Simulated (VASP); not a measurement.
Input:

```yaml
crystal:
  lattice:
    - [5.91595, 0.00000, 0.00000]
    - [0.00000, 5.91595, 0.00000]
    - [0.00000, 0.00000, 5.91595]
  atoms:
    - { symbol: Cd, position: [0.00000, 0.00000, 0.00000] }
    - { symbol: Te, position: [0.26905, 0.26905, 0.26905] }
    - { symbol: Te, position: [0.73095, 0.73095, 0.26905] }
    - { symbol: Te, position: [0.73095, 0.26905, 0.73095] }
    - { symbol: Te, position: [0.26905, 0.73095, 0.73095] }
    - { symbol: Be, position: [0.50000, 0.50000, 0.00000] }
    - { symbol: Be, position: [0.50000, 0.00000, 0.50000] }
    - { symbol: Be, position: [0.00000, 0.50000, 0.50000] }
```

All values below come from PBE GGA, VASP's PBE PAW potentials (set 64) (plane waves; VASP 6.6.1). Run with 400 eV cut-off, 4×4×4 Γ-centred mesh, Gaussian smearing of 0.050 eV, potentials Cd Te Be.

Unless said otherwise, spin-orbit coupling is left out, though it shifts the bands of the heavy elements here.

What does the run give for the energy per atom (σ→0), band gap (on the k-mesh) with the smallest direct gap where there is one?

```yaml
band gap (on the k-mesh): 1.88 eV
smallest direct gap (on the k-mesh): 1.88 eV
energy per atom (σ→0): -3392 meV/atom
```

Total energies compare only between runs with the same potentials, cut-off and functional.

The structure was generated: Be3CdTe4 was put into an ordered model structure (P-43m), which need not be its known phase. It was relaxed first.
